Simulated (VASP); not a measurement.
An input for Quantum ESPRESSO's pw.x (written as the equivalent of a VASP run, and not itself run):

```
&CONTROL
  calculation = 'scf'
  pseudo_dir = './pseudo'
  outdir = './out'
  tprnfor = .true.
  tstress = .true.
/
&SYSTEM
  ibrav = 0
  nat = 2
  ntyp = 2
  ecutwfc = 76
  occupations = 'smearing'
  smearing = 'fermi-dirac'
  degauss = 0.00735
  input_dft = 'pz'
/
&ELECTRONS
  conv_thr = 7.3e-08
  electron_maxstep = 100
/
ATOMIC_SPECIES
  Y 88.906 Y.upf
  Au 196.967 Au.upf
CELL_PARAMETERS angstrom
     3.5866500    0.0000000    0.0000000
     0.0000000    3.5866500    0.0000000
     0.0000000    0.0000000    3.5866500
ATOMIC_POSITIONS crystal
  Y    0.5037660  0.4995270  0.5009380
  Au  -0.0037660  0.0004730 -0.0009380
K_POINTS automatic
  7 7 7 0 0 0
```

Question: Translate this input to VASP (INCAR, KPOINTS, POSCAR, choice of POTCAR).

Answer: Several could match; the one computed here: 
File KPOINTS:
```
Automatic mesh
0
G
7 7 7
```

**POSCAR**
```
YAu
1
    3.5866500000     0.0000000000     0.0000000000
    0.0000000000     3.5866500000     0.0000000000
    0.0000000000     0.0000000000     3.5866500000
Y Au
1 1
Direct
  0.5037660000   0.4995270000   0.5009380000
 -0.0037660000   0.0004730000  -0.0009380000
```

INCAR:
```
ALGO = Normal
EDIFF = 1E-6
ENCUT = 300
ISIF = 2
ISMEAR = -1
LASPH = T
LCHARG = F
LMAXMIX = 6
LREAL = F
LWAVE = F
NELM = 100
PREC = Accurate
SIGMA = 0.1
SYSTEM = YAu
```

POTCAR, in this order: Y_sv Au (LDA.64 set). Program: vasp_std.

Limits of the translation: the potentials are each code's own (VASP's PAW set, PseudoDojo norm-conserving files in pw.x), so ENCUT and ecutwfc are chosen apart and not converted; conv_thr bounds pw.x's estimated SCF error, while EDIFF bounds the energy change between steps.

The structure comes from a computed database's YAu entry; how it stands against other phases isn't given here. The cell was not relaxed at this level, atoms are displaced from their ideal sites. The run is one of a series of settings (GGA removed, POTCAR Y_sv Au (LDA.64 set) against the base run), some of them coarse on purpose.
